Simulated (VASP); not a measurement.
```
CELL_PARAMETERS angstrom
      0.00000     2.75246     2.75246
      2.75246     0.00000     2.75246
      2.75246     2.75246     0.00000
ATOMIC_POSITIONS crystal
  Li 0.25000 0.25000 0.25000
  Li 0.75000 0.75000 0.75000
  Se 0.00000 0.00000 0.00000
```

These are LDA (Ceperley-Alder, Perdew-Zunger), VASP's LDA PAW potentials (set 64) (plane waves; VASP) values and carry that method's errors. Run with 620 eV cut-off, 7×7×7 Γ-centred mesh, Gaussian smearing of 0.050 eV, potentials Li_sv Se.

Energy and stress use the plane-wave basis of the starting cell.

Q: The ions, cell shape and volume at an external pressure of 20.0 GPa are relaxed. Give the cell that the relaxation ends in.

A: 
```
CELL_PARAMETERS angstrom
      0.00000     2.65262     2.65262
      2.65262     0.00000     2.65262
      2.65262     2.65262     0.00000
ATOMIC_POSITIONS crystal
  Li 0.25000 0.25000 0.25000
  Li 0.75000 0.75000 0.75000
  Se 0.00000 0.00000 0.00000
```
Space group Fm-3m (225), at a tolerance of 0.03 Å.

Q: How do energy and volume change from the first to the last step?

A: The energy (σ→0) changes by +133.2 meV/atom and the volume by -10.5 %, in 3 ionic steps.

| step | E(σ→0) (eV) | max force (eV/Å) | pressure (GPa) | volume (Å³) |
|---|---|---|---|---|
| 1 | -11.9477 | 0.000 | 10.02 | 41.71 |
| 2 | -11.4653 | 0.000 | 21.93 | 36.70 |
| 3 | -11.5482 | 0.000 | 20.03 | 37.33 |

The compound is Li2Se in the antifluorite structure. This run relaxes it under an external pressure of 20 GPa. Symmetry was kept, so distortions that lower it aren't found.
